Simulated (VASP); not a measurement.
Computed with LDA (Ceperley-Alder, Perdew-Zunger), VASP's LDA PAW potentials (set 64) (plane waves; VASP). Each cell was relaxed at this level.

Task: Which of these has an unstable (imaginary) mode at Γ?
A. NaI, Fm-3m (225)
B. CdF2, Fm-3m (225)
C. BN, P6_3mc (186)
D. BaTiO3, Pm-3m (221)

Result: D, BaTiO3, Pm-3m (221). Its optical Γ-point modes are 155i (×3), 186 (×3), 291 (×3), 477 (×3) cm⁻¹.
